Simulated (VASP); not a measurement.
Given:

```
Sb
1.0
    3.95734    -2.15500     0.00000
    3.95734     2.15500     0.00000
    2.78382     0.00000     3.54329
Sb
2
Direct
  0.23350   0.23350   0.23350
  0.76650   0.76650   0.76650
```

These are r2SCAN+rVV10, VASP's PBE PAW potentials (set 64) (plane waves; VASP) values and carry that method's errors. Numerical set-up: 520 eV cut-off, 9×9×9 Γ-centred mesh, first-order Methfessel-Paxton smearing of 0.10 eV, potentials Sb.

Energy and stress use the plane-wave basis of the starting cell.

### Question
The ions, cell shape and volume are relaxed. Which structure does the run end with?

### Answer

```
Sb
1.0
    3.98357    -2.17063    -0.00082
    3.98357     2.17063    -0.00082
    2.80153     0.00000     3.56817
Sb
2
Direct
  0.23329   0.23329   0.23329
  0.76671   0.76671   0.76671
```
Space group R-3m (166), at a tolerance of 0.03 Å.

### Question
How do energy and volume change from the first to the last step?

### Answer
The energy (σ→0) changes by -2.2 meV/atom and the volume by +2.1 %, in 6 ionic steps.

| step | E(σ→0) (eV) | max force (eV/Å) | pressure (GPa) | volume (Å³) |
|---|---|---|---|---|
| 1 | -51.0864 | 0.083 | 1.20 | 60.43 |
| 2 | -51.0881 | 0.127 | -0.84 | 62.43 |
| 3 | -51.0907 | 0.037 | 0.03 | 61.53 |
| 4 | -51.0907 | 0.039 | 0.03 | 61.55 |
| 5 | -51.0908 | 0.026 | 0.00 | 61.61 |
| 6 | -51.0909 | 0.002 | -0.01 | 61.72 |

The compound is Sb in the a7 structure. This run relaxes it. Symmetry was kept, so distortions that lower it aren't found.
